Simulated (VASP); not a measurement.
## LiMgBN2: single point with PBE

LiMgBN2:

```
Li Mg B N
1.0
    -1.90966    1.90966    4.44352
     1.90966   -1.90966    4.44352
     1.90966    1.90966   -4.44352
Li Mg B N
1 1 1 2
Direct
  0.25000 0.75000 0.50000
  0.75000 0.25000 0.50000
  0.50000 0.50000 0.00000
  0.65126 0.65126 0.00000
  0.34874 0.34874 0.00000
```

The cell comes from a database or a generator and needn't be the stable form of this composition.

```
Program                : VASP 6.6.1
Task                   : single point
Functional             : PBE
Potentials or basis    : VASP PAW PBE potentials, release 64 (Li_sv, Mg, B, N)
Cutoff                 : 520 eV
k mesh                 : 6 × 6 × 6
Occupations            : gaussian, width 0.1 eV
Spin                   : no spin polarisation
Dipole correction      : no
Further INCAR settings : ALGO = Fast; EDIFF = 1e-07; NBANDS = 17
```

| Property | Result |
| --- | --- |
| Largest force | 0.056 eV/Å |
| Band gap on the k mesh | 2.60 eV, indirect (least direct gap 3.54 eV) |

Forces on the atoms (eV/Å):
```
Li   0.000  0.000  0.000
Mg   0.000  0.000  0.000
B    0.000  0.000  0.000
N    0.000  0.000  0.056
N    0.000  0.000 -0.056
```

Levels at points of the mesh, in eV from the valence-band top:
| k point | band 5 | band 6 | band 7 | band 8 | band 9 | band 10 | band 11 | band 12 | band 13 | band 14 |
| --- | --- | --- | --- | --- | --- | --- | --- | --- | --- | --- |
| (0.00, 0.00, 0.00) | -2.50 | -2.12 | -2.12 | -1.35 | -1.35 | 2.60 | 6.07 | 7.84 | 7.84 | 8.37 |
| (0.50, 0.00, 0.00) | -4.08 | -2.59 | -2.37 | -1.11 | -0.63 | 5.33 | 5.71 | 7.09 | 7.76 | 8.79 |
| (0.50, 0.50, 0.00) | -3.96 | -3.27 | -2.96 | -1.91 | -0.44 | 5.10 | 5.65 | 6.71 | 7.77 | 9.88 |
| (0.50, 0.50, 0.50) | -3.65 | -2.91 | -2.91 | 0.00 | 0.00 | 3.54 | 6.33 | 6.56 | 6.56 | 8.58 |

Wall time 53 s on 1 thread of Intel(R) Xeon(R) Platinum 8559C (Emerald Rapids) (shared host), peak memory 0.25 GiB.

 A k mesh can miss the band edges.
